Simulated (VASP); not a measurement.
Output of a VASP run:

**OSZICAR**
```
...
RMM:   3    -0.229581141636E+03   -0.13003E-02   -0.12764E-02   443   0.169E-01    0.164E-01
RMM:   4    -0.229581204326E+03   -0.62690E-04   -0.14657E-03   421   0.667E-02    0.976E-02
RMM:   5    -0.229581183021E+03    0.21305E-04   -0.38006E-04   403   0.351E-02    0.396E-02
RMM:   6    -0.229581196552E+03   -0.13531E-04   -0.13480E-04   417   0.198E-02    0.196E-02
RMM:   7    -0.229581196630E+03   -0.78015E-07   -0.39478E-05   295   0.101E-02
 101 F= -.22958120E+03 E0= -.22958120E+03  d E =-.609628E-02
       N       E                     dE             d eps       ncg     rms          rms(c)
DAV:   1    -0.229578054623E+03    0.31419E-02   -0.75262E-01   416   0.136E+00    0.480E-01
RMM:   2    -0.229581912479E+03   -0.38579E-02   -0.44187E-02   392   0.338E-01    0.124E-01
RMM:   3    -0.229582804078E+03   -0.89160E-03   -0.87433E-03   443   0.140E-01    0.136E-01
RMM:   4    -0.229582847643E+03   -0.43565E-04   -0.10067E-03   422   0.552E-02    0.808E-02
RMM:   5    -0.229582833288E+03    0.14355E-04   -0.25974E-04   403   0.290E-02    0.329E-02
RMM:   6    -0.229582842573E+03   -0.92849E-05   -0.90781E-05   381   0.164E-02
 102 F= -.22958284E+03 E0= -.22958284E+03  d E =-.774222E-02
       N       E                     dE             d eps       ncg     rms          rms(c)
DAV:   1    -0.229578437350E+03    0.43959E-02   -0.14649E+00   392   0.190E+00    0.648E-01
RMM:   2    -0.229586024320E+03   -0.75870E-02   -0.85792E-02   392   0.471E-01    0.158E-01
RMM:   3    -0.229587717530E+03   -0.16932E-02   -0.16473E-02   440   0.194E-01    0.184E-01
RMM:   4    -0.229587815092E+03   -0.97561E-04   -0.20418E-03   423   0.775E-02    0.111E-01
RMM:   5    -0.229587780647E+03    0.34445E-04   -0.48794E-04   405   0.403E-02    0.494E-02
RMM:   6    -0.229587795121E+03   -0.14474E-04   -0.17697E-04   407   0.236E-02    0.208E-02
RMM:   7    -0.229587796326E+03   -0.12049E-05   -0.53621E-05   319   0.121E-02
 103 F= -.22958780E+03 E0= -.22958780E+03  d E =-.495375E-02
       N       E                     dE             d eps       ncg     rms          rms(c)
DAV:   1    -0.229585982485E+03    0.18126E-02   -0.43630E-01   416   0.103E+00    0.353E-01
RMM:   2    -0.229588252409E+03   -0.22699E-02   -0.25536E-02   392   0.257E-01    0.850E-02
RMM:   3    -0.229588760761E+03   -0.50835E-03   -0.49486E-03   441   0.106E-01    0.100E-01
RMM:   4    -0.229588789836E+03   -0.29074E-04   -0.60906E-04   424   0.424E-02    0.612E-02
RMM:   5    -0.229588778994E+03    0.10842E-04   -0.14543E-04   404   0.220E-02    0.281E-02
RMM:   6    -0.229588783111E+03   -0.41165E-05   -0.52792E-05   338   0.130E-02
 104 F= -.22958878E+03 E0= -.22958878E+03  d E =-.594054E-02
       N       E                     dE             d eps       ncg     rms          rms(c)
DAV:   1    -0.229586257874E+03    0.25211E-02   -0.11752E+00   392   0.170E+00    0.592E-01
RMM:   2    -0.229592278723E+03   -0.60208E-02   -0.69746E-02   392   0.424E-01    0.150E-01
RMM:   3    -0.229593603986E+03   -0.13253E-02   -0.13212E-02   441   0.175E-01    0.165E-01
RMM:   4    -0.229593673501E+03   -0.69515E-04   -0.16065E-03   423   0.695E-02    0.985E-02
RMM:   5    -0.229593645824E+03    0.27677E-04   -0.39340E-04   403   0.361E-02    0.389E-02
RMM:   6    -0.229593657027E+03   -0.11203E-04   -0.13774E-04   415   0.202E-02    0.191E-02
RMM:   7    -0.229593657459E+03   -0.43219E-06   -0.37295E-05   282   0.996E-03
 105 F= -.22959366E+03 E0= -.22959366E+03  d E =-.487435E-02
```

**OUTCAR**
```
------------------------ aborting loop because EDIFF is reached ----------------------------------------
  FORCE on cell =-STRESS in cart. coord.  units (eV):
  Direction    XX          YY          ZZ          XY          YZ          ZX
  --------------------------------------------------------------------------------------
  Total       24.4354103     29.6619740     25.3867911     -2.3564983      5.5689453     -0.4256834
  in kB       17.3349520     21.0427773     18.0098800     -1.6717454      3.9507174     -0.3019880
  external PRESSURE =      18.7958697 kB  Pullay stress =       0.0000000 kB
  volume of cell :     2258.43
      direct lattice vectors                 reciprocal lattice vectors
    13.120061114  0.000000000  0.000000000     0.076219157  0.000000000  0.000000000
     0.000000000 13.120061114  0.000000000     0.000000000  0.076219157  0.000000000
     0.000000000  0.000000000 13.120061114     0.000000000  0.000000000  0.076219157
  FREE ENERGIE OF THE ION-ELECTRON SYSTEM (eV)
  ---------------------------------------------------
  free  energy   TOTEN  =      -229.5936574588 eV

  energy  without entropy=     -229.5936574588  energy(sigma->0) =     -229.59365746

 reached required accuracy - stopping structural energy minimisation
```
(Selected blocks of OUTCAR.)

### POSCAR
```
Pb31ITe32
1
   13.1200611136     0.0000000000     0.0000000000
    0.0000000000    13.1200611136    -0.0000000000
   -0.0000000000    -0.0000000000    13.1200611136
Te Pb I
32 31 1
Direct
  0.7486033212   0.2516716735   0.2578403247
  0.9802352179   0.5111792006   0.2570721362
  0.9828329019   0.2527751999   0.5088087382
  0.2448735775   0.2551706590   0.2542879333
  0.4840744222   0.5156340824   0.2321654588
  0.7451631510   0.7554587575   0.2544634871
  0.9832124797   0.0168196992   0.2455722622
  0.4622653349   0.2098591970   0.5110439955
  0.7914439027   0.5349080551   0.5090849554
  0.9816838748   0.7650699663   0.5117329205
  0.7472821366   0.2528665137   0.7579138867
  0.9809490136   0.5118839767   0.7678769013
  0.9886291569   0.2465201166   0.0090127485
  0.2420326484   0.7581454617   0.2582477485
  0.4884944635   0.0197004475   0.2559054662
  0.2527635302   0.5134911910   0.5065595383
  0.4862690003   0.7491553481   0.5061755411
  0.7475232448   0.0166842824   0.5085131397
  0.2473125406   0.2566463008   0.7574253925
  0.4847757753   0.5155412068   0.7882981025
  0.7433583779   0.7527387016   0.7575612961
  0.9862231852   0.0138318984   0.7644960866
  0.4869321763   0.2468109475   0.0146950280
  0.7539906959   0.5126602001   0.0148181424
  0.9831914260   0.7551413866   0.0079406356
  0.2364137832   0.0197094497   0.5110612180
  0.2426469680   0.7573531690   0.7598268881
  0.4871767742   0.0177935923   0.7679879225
  0.2366569952   0.5153342289   0.0072125284
  0.4841039312   0.7633599657   0.0071801481
  0.7542305544   0.0116357589   0.0089696245
  0.2455787591   0.0172344758   0.0080684322
  0.5195945399   0.9954822062   0.9990158859
  0.7571912048   0.2429153212   0.9854821084
  0.7508922778   0.9870332638   0.2394143444
  0.0123116247   0.9881826121   0.9969898114
  0.2497484427   0.2474208721   0.9877764514
  0.5252805478   0.4753944000   0.0091244937
  0.7528514369   0.7497917183   0.9879156776
  0.2588528684   0.9915075095   0.2380215601
  0.5149950515   0.2532022147   0.2517738963
  0.7466729083   0.4849242048   0.2515468431
  0.5152515814   0.9810658535   0.4853654384
  0.7489676250   0.2508583456   0.4875843753
  0.7537977056   0.9859454554   0.7446055263
  0.0044007452   0.4809388044   0.9991585291
  0.2556464253   0.7436680020   0.9920148673
  0.0130030557   0.2489778117   0.2393059278
  0.2539363472   0.4886226950   0.2337574142
  0.5115396622   0.7458715203   0.2337576932
  0.0079987037   0.9923319221   0.4768744354
  0.2265364621   0.2514486741   0.4836264909
  0.7497659770   0.7712119891   0.4832064672
  0.2559060774   0.9900671364   0.7437434630
  0.5142450534   0.2499210861   0.7367846377
  0.7488986179   0.4856859767   0.7350795349
  0.0086034972   0.7406623813   0.2379250596
  0.0197194045   0.4850116564   0.4864839661
  0.2531720846   0.7464694131   0.4875848246
  0.0143305569   0.2461571053   0.7451271441
  0.2553477039   0.4894840181   0.7404273406
  0.5109913112   0.7451181309   0.7400798714
  0.0098416233   0.7435505388   0.7433072539
  0.5709965558   0.4259850508   0.5088730389
```

Write an INCAR and KPOINTS that could have produced this output.

One answer among several that fit: the input of the run itself, PBE GGA, plane waves, VASP's PBE PAW potentials (set 64).

### KPOINTS
```
Automatic mesh
0
Gamma
1 1 1
0 0 0
```

### INCAR
```
ENCUT  =  400   ! plane-wave cut-off (eV)
EDIFFG  =  -0.03
SIGMA  =  0.05   ! width (eV)
ISMEAR  =  0
NELMIN  =  4
LCHARG  =  .False.
ISYM  =  0
LMAXMIX  =  4
ISIF  =  2   ! forces and stress, cell fixed
LWAVE  =  .False.
PREC  =  Normal
ALGO  =  Fast   ! Davidson, then RMM-DIIS
NSW  =  120   ! most ionic steps
GGA  =  PE
NELM  =  100   ! most electronic steps
SYSTEM  =  Pb31ITe32
LASPH  =  .True.   ! aspherical one-centre terms
EDIFF  =  1E-5   ! SCF stop (eV)
IBRION  =  2   ! conjugate gradients
LREAL  =  Auto
NELECT  =  322.0
```

POTCAR, in this order: Te Pb I (PBE.64 set). Program: vasp_gam.

The cell is charged, with a uniform compensating background. The supercell is sampled at Γ alone, which is coarse: total energies, pressure and levels can be off, energies of defects by several tenths of an eV.

The cell is a supercell with a defect, built from PbTe (rock salt): I_Pb, charge +1. The run is not spin-polarised, so no state with unpaired spins was tried.
